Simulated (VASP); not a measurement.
All values below come from PBE GGA with D4 dispersion, VASP's PBE PAW potentials (set 64) (plane waves; VASP 6.6.1).

The input files of a VASP run:

INCAR:
```
SYSTEM = CdSe
PREC = Accurate; ENCUT = 520; LREAL = .FALSE.
LASPH = .TRUE.
EDIFF = 1E-6; NELM = 100; ALGO = Normal
LMAXMIX = 4
ISMEAR = 0; SIGMA = 0.05
GGA = PE; IVDW = 13
IBRION = 2; NSW = 60; ISIF = 3
EDIFFG = -0.01
LWAVE = .FALSE.; LCHARG = .FALSE.
```

### KPOINTS
```
Automatic mesh
0
gamma
7 7 7
```

### POSCAR
```
CdSe
1.0
  0.0000000000   3.0622540850   3.0622540850
  3.0622540850   0.0000000000   3.0622540850
  3.0622540850   3.0622540850   0.0000000000
Cd Se
1 1
direct
  0.0000000000   0.0000000000   0.0000000000
  0.2500000000   0.2500000000   0.2500000000
```

POTCAR, in this order: Cd Se (PBE.64 set). Program: vasp_std.

What VASP printed:

File OUTCAR:
```
 ion  position               nearest neighbor table
   1  0.000  0.000  0.000-   2 2.65   2 2.65   2 2.65   2 2.65
   2  0.250  0.250  0.250-   1 2.65   1 2.65   1 2.65   1 2.65
  LATTYP: Found a face centered cubic cell.
 ALAT       =     6.1245081700
 Subroutine PRICEL returns:
 Original cell was already a primitive cell.
 Subroutine GETGRP returns: Found 24 space group operations
The static configuration has the point symmetry T_d .
The dynamic configuration has the point symmetry T_d .
 Subroutine INISYM returns: Found 24 space group operations
 Subroutine IBZKPT returns following result:
 Found     20 irreducible k-points:

 Following reciprocal coordinates:
            Coordinates               Weight
  0.000000  0.000000  0.000000      1.000000
  0.142857  0.000000  0.000000      8.000000
  0.285714  0.000000  0.000000      8.000000
  0.428571  0.000000  0.000000      8.000000
  0.142857  0.142857  0.000000      6.000000
  0.285714  0.142857  0.000000     24.000000
  0.428571  0.142857  0.000000     24.000000
 -0.428571  0.142857  0.000000     24.000000
 -0.285714  0.142857  0.000000     24.000000
 -0.142857  0.142857  0.000000     12.000000
  0.285714  0.285714  0.000000      6.000000
  0.428571  0.285714  0.000000     24.000000
 -0.428571  0.285714  0.000000     24.000000
 -0.285714  0.285714  0.000000     12.000000
  0.428571  0.428571  0.000000      6.000000
 -0.428571  0.428571  0.000000     12.000000
  0.428571  0.285714  0.142857     24.000000
 -0.428571  0.285714  0.142857     48.000000
 -0.428571  0.428571  0.142857     24.000000
 -0.285714  0.428571  0.142857     24.000000
   k-points           NKPTS =     20   k-points in BZ     NKDIM =     20   number of bands    NBANDS=     13
   number of dos      NEDOS =    301   number of ions     NIONS =      2
   total plane-waves  NPLWV =  32768
   dimension x,y,z NGX =    32 NGY =   32 NGZ =   32
...
```

**OSZICAR**
```
       N       E                     dE             d eps       ncg     rms          rms(c)
DAV:   1     0.111138001584E+03    0.11114E+03   -0.87296E+03   520   0.123E+03
DAV:   2    -0.113827602476E+01   -0.11228E+03   -0.10788E+03   610   0.293E+02
DAV:   3    -0.583745443900E+01   -0.46992E+01   -0.46861E+01   600   0.621E+01
DAV:   4    -0.586279202067E+01   -0.25338E-01   -0.25335E-01   575   0.461E+00
DAV:   5    -0.586294941032E+01   -0.15739E-03   -0.15739E-03   605   0.327E-01    0.622E+00
DAV:   6    -0.550434586531E+01    0.35860E+00   -0.67936E-01   677   0.107E+01    0.486E+00
DAV:   7    -0.548333918282E+01    0.21007E-01   -0.16562E-01   570   0.308E+00    0.211E+00
DAV:   8    -0.548415300350E+01   -0.81382E-03   -0.15040E-02   530   0.182E+00    0.245E-01
DAV:   9    -0.548428261625E+01   -0.12961E-03   -0.20625E-03   590   0.684E-01    0.507E-02
DAV:  10    -0.548435457870E+01   -0.71962E-04   -0.23846E-04   545   0.225E-01    0.459E-02
DAV:  11    -0.548440020420E+01   -0.45625E-04   -0.79915E-05   530   0.708E-02    0.131E-02
DAV:  12    -0.548439922597E+01    0.97822E-06   -0.76189E-06   623   0.409E-02
   1 F= -.61164195E+01 E0= -.61164195E+01  d E =-.611642E+01
```

**OUTCAR**
```
------------------------ aborting loop because EDIFF is reached ----------------------------------------
  Edisp (eV):   -0.63202
  FORCE on cell =-STRESS in cart. coord.  units (eV):
  Direction    XX          YY          ZZ          XY          YZ          ZX
  --------------------------------------------------------------------------------------
  Total       0.01122     0.01122     0.01122    -0.00000     0.00000    -0.00000
  in kB       0.31312     0.31312     0.31312    -0.00000     0.00000    -0.00000
  external pressure =        0.31 kB  Pullay stress =        0.00 kB
  volume of cell :       57.43
      direct lattice vectors                 reciprocal lattice vectors
     0.000000000  3.062254085  3.062254085    -0.163278417  0.163278417  0.163278417
     3.062254085  0.000000000  3.062254085     0.163278417 -0.163278417  0.163278417
     3.062254085  3.062254085  0.000000000     0.163278417  0.163278417 -0.163278417
  FREE ENERGIE OF THE ION-ELECTRON SYSTEM (eV)
  ---------------------------------------------------
  free  energy   TOTEN  =        -6.1164195281 eV

  energy  without entropy=       -6.1164195281  energy(sigma->0) =       -6.11641953

 reached required accuracy - stopping structural energy minimisation
```
(Selected blocks of OUTCAR.)

The compound is CdSe in the zinc blende structure, whereas wurtzite is the usual form. It was relaxed first. The start is the result of an earlier pass.
